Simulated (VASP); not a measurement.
Calculation: r2SCAN meta-GGA, VASP's PBE PAW potentials (set 64) (plane waves; VASP).

The input files of a VASP run:

File KPOINTS:
```
kpoints
0
G
 9 9 9
0 0 0
```

**INCAR**
```
ALGO=Normal
EDIFF=1E-6
EDIFFG=-0.01
ENCUT=520
IBRION=2
ISIF=3
ISMEAR=1
LASPH=.True.
LCHARG=.False.
LMAXMIX=4
LMIXTAU=.True.
LREAL=.False.
LWAVE=.False.
METAGGA=R2SCAN
NELM=100
NSW=60
PREC=Accurate
SIGMA=0.1
SYSTEM=Ba
```

**POSCAR**
```
Ba
1
   -2.5100000000     2.5100000000     2.5100000000
    2.5100000000    -2.5100000000     2.5100000000
    2.5100000000     2.5100000000    -2.5100000000
Ba
1
Direct
  0.0000000000   0.0000000000   0.0000000000
```

POTCAR, in this order: Ba_sv (PBE.64 set). Program: vasp_std.

Output

OSZICAR:
```
       N       E                     dE             d eps       ncg     rms          rms(c)
DAV:   1     0.330200500111E+02    0.33020E+02   -0.45277E+03   630   0.952E+02
DAV:   2    -0.268107901886E+02   -0.59831E+02   -0.58823E+02   789   0.155E+02
DAV:   3    -0.291956764760E+02   -0.23849E+01   -0.23757E+01   831   0.366E+01
DAV:   4    -0.292536818932E+02   -0.58005E-01   -0.57852E-01   986   0.441E+00
DAV:   5    -0.292539714010E+02   -0.28951E-03   -0.28941E-03   904   0.237E-01    0.158E+00
DAV:   6    -0.258429937918E+02    0.34110E+01   -0.10088E+00   951   0.776E+00    0.134E+00
DAV:   7    -0.257961358659E+02    0.46858E-01   -0.28993E-02   729   0.168E+00    0.140E+00
DAV:   8    -0.260641616830E+02   -0.26803E+00   -0.95580E-02   703   0.360E+00    0.455E-01
DAV:   9    -0.262065490700E+02   -0.14239E+00   -0.99567E-02   770   0.356E+00    0.300E-01
DAV:  10    -0.261742658971E+02    0.32283E-01   -0.13146E-02   723   0.141E+00    0.272E-01
DAV:  11    -0.263081553481E+02   -0.13389E+00   -0.68476E-02   652   0.171E+00    0.154E-01
DAV:  12    -0.262956430455E+02    0.12512E-01   -0.13327E-03   846   0.258E-01    0.148E-01
DAV:  13    -0.264647984233E+02   -0.16916E+00   -0.17327E-01   783   0.405E+00    0.372E-01
DAV:  14    -0.263720247502E+02    0.92774E-01   -0.17303E-01   708   0.441E+00    0.257E-01
DAV:  15    -0.263701751581E+02    0.18496E-02   -0.24952E-03   838   0.397E-01    0.259E-01
DAV:  16    -0.264385478320E+02   -0.68373E-01   -0.67143E-02   664   0.295E+00    0.279E-01
DAV:  17    -0.264333424975E+02    0.52053E-02   -0.25650E-03   654   0.513E-01    0.388E-01
DAV:  18    -0.264312703837E+02    0.20721E-02   -0.19851E-03   651   0.555E-01    0.146E-01
DAV:  19    -0.264361421236E+02   -0.48717E-02   -0.30236E-03   715   0.642E-01    0.109E-01
DAV:  20    -0.264308453112E+02    0.52968E-02   -0.40543E-03   632   0.583E-01    0.812E-02
DAV:  21    -0.264309671709E+02   -0.12186E-03   -0.18156E-04   832   0.142E-01    0.532E-02
DAV:  22    -0.264309765683E+02   -0.93974E-05   -0.56318E-05   651   0.102E-01    0.364E-02
DAV:  23    -0.264310354081E+02   -0.58840E-04   -0.70274E-05   680   0.104E-01    0.162E-02
DAV:  24    -0.264310417593E+02   -0.63512E-05   -0.27200E-05   639   0.709E-02    0.109E-02
DAV:  25    -0.264310673971E+02   -0.25638E-04   -0.30684E-05   706   0.566E-02    0.102E-02
DAV:  26    -0.264310614903E+02    0.59068E-05   -0.32260E-06   713   0.230E-02    0.937E-03
DAV:  27    -0.264310594860E+02    0.20043E-05   -0.88582E-06   636   0.295E-02    0.390E-03
DAV:  28    -0.264310585047E+02    0.98134E-06   -0.50146E-06   636   0.308E-02
   1 F= -.26431059E+02 E0= -.26430749E+02  d E =-.264311E+02
       N       E                     dE             d eps       ncg     rms          rms(c)
DAV:   1    -0.264471754961E+02   -0.16116E-01   -0.60365E-01   631   0.647E+00    0.577E-01
DAV:   2    -0.264354142008E+02    0.11761E-01   -0.35701E-02   633   0.185E+00    0.289E-01
DAV:   3    -0.264312045209E+02    0.42097E-02   -0.21381E-02   726   0.112E+00    0.609E-02
DAV:   4    -0.264326734753E+02   -0.14690E-02   -0.15024E-03   689   0.436E-01    0.543E-02
DAV:   5    -0.264324466736E+02    0.22680E-03   -0.44843E-04   635   0.256E-01    0.247E-02
DAV:   6    -0.264328759144E+02   -0.42924E-03   -0.74242E-04   658   0.333E-01    0.851E-03
DAV:   7    -0.264328743305E+02    0.15840E-05   -0.45802E-05   981   0.555E-02    0.137E-02
DAV:   8    -0.264328905782E+02   -0.16248E-04   -0.22914E-05   633   0.620E-02    0.115E-02
DAV:   9    -0.264328910671E+02   -0.48884E-06   -0.12224E-06   638   0.128E-02
   2 F= -.26432891E+02 E0= -.26432520E+02  d E =-.183256E-02
       N       E                     dE             d eps       ncg     rms          rms(c)
DAV:   1    -0.264392890280E+02   -0.63984E-02   -0.25285E-01   631   0.419E+00    0.372E-01
DAV:   2    -0.264344630643E+02    0.48260E-02   -0.14668E-02   633   0.119E+00    0.186E-01
DAV:   3    -0.264327092131E+02    0.17539E-02   -0.88717E-03   717   0.718E-01    0.395E-02
DAV:   4    -0.264332973145E+02   -0.58810E-03   -0.59142E-04   683   0.270E-01    0.352E-02
DAV:   5    -0.264332094898E+02    0.87825E-04   -0.18403E-04   636   0.163E-01    0.162E-02
DAV:   6    -0.264333806582E+02   -0.17117E-03   -0.32432E-04   660   0.220E-01    0.573E-03
DAV:   7    -0.264333786994E+02    0.19588E-05   -0.19217E-05   966   0.387E-02    0.942E-03
DAV:   8    -0.264333866026E+02   -0.79032E-05   -0.79694E-06   634   0.408E-02    0.745E-03
DAV:   9    -0.264333866000E+02    0.26158E-08   -0.18827E-07   327   0.483E-03
   3 F= -.26433387E+02 E0= -.26433002E+02  d E =-.232810E-02
       N       E                     dE             d eps       ncg     rms          rms(c)
DAV:   1    -0.264342552483E+02   -0.86865E-03   -0.35150E-02   631   0.156E+00    0.139E-01
DAV:   2    -0.264335901477E+02    0.66510E-03   -0.20066E-03   633   0.441E-01    0.689E-02
DAV:   3    -0.264333480830E+02    0.24206E-03   -0.12202E-03   710   0.266E-01    0.146E-02
DAV:   4    -0.264334271874E+02   -0.79104E-04   -0.81050E-05   683   0.997E-02    0.131E-02
DAV:   5    -0.264334109148E+02    0.16273E-04   -0.26093E-05   635   0.618E-02    0.615E-03
DAV:   6    -0.264334334297E+02   -0.22515E-04   -0.47683E-05   660   0.845E-02    0.218E-03
DAV:   7    -0.264334331415E+02    0.28824E-06   -0.27395E-06   843   0.147E-02
   4 F= -.26433433E+02 E0= -.26433048E+02  d E =-.237464E-02
```

**OUTCAR**
```
------------------------ aborting loop because EDIFF is reached ----------------------------------------
  FORCE on cell =-STRESS in cart. coord.  units (eV):
  Direction    XX          YY          ZZ          XY          YZ          ZX
  --------------------------------------------------------------------------------------
  Total        0.0043872      0.0043872      0.0043872      0.0000000      0.0000000     -0.0000000
  in kB        0.1071791      0.1071791      0.1071791      0.0000000      0.0000000     -0.0000000
  external PRESSURE =       0.1071791 kB  Pullay stress =       0.0000000 kB
  volume of cell :       65.58
      direct lattice vectors                 reciprocal lattice vectors
    -2.540433303  2.540433303  2.540433303     0.000000000  0.196816818  0.196816818
     2.540433303 -2.540433303  2.540433303     0.196816818  0.000000000  0.196816818
     2.540433303  2.540433303 -2.540433303     0.196816818  0.196816818  0.000000000
 POSITION                                       TOTAL-FORCE (eV/Angst)
 -----------------------------------------------------------------------------------
      2.54043      2.54043      2.54043         0.000000     -0.000000      0.000000
 -----------------------------------------------------------------------------------
    total drift:                               -0.000000     -0.000000      0.000000
  FREE ENERGIE OF THE ION-ELECTRON SYSTEM (eV)
  ---------------------------------------------------
  free  energy   TOTEN  =       -26.4334331415 eV

  energy  without entropy=      -26.4322780010  energy(sigma->0) =      -26.43304809

 reached required accuracy - stopping structural energy minimisation
```
(Selected blocks of OUTCAR.)

**CONTCAR**
```
Ba
   1.00000000000000
    -2.5404333033152970    2.5404333033152970    2.5404333033152970
     2.5404333033152970   -2.5404333033152970    2.5404333033152970
     2.5404333033152970    2.5404333033152970   -2.5404333033152970
  Ba
     1
Direct
     1.0000000000000000    1.0000000000000000    1.0000000000000000
```

Energy and stress use the plane-wave basis of the starting cell.

The compound is Ba in the bcc structure. This run relaxes it. Symmetry was kept, so distortions that lower it aren't found.
